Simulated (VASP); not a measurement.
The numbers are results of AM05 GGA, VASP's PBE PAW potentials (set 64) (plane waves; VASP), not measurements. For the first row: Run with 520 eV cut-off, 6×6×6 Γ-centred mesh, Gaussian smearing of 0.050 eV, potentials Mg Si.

```
system                     energy (eV/atom)
-------------------------  ----------------
Mg$_{2}$Si (antifluorite)           -3.0709
Mg (hcp)                            -1.6287
Si (diamond)                        -5.5980
```

The references are the elements' solids at the same level; no temperature or zero-point terms are added.

What is the formation energy per atom of Mg2Si?

The references average (2×(-1.6287) + 1×(-5.5980))/3 = -2.9518 eV, so the formation energy is -3.0709 − (-2.9518) = -0.119 eV/atom.
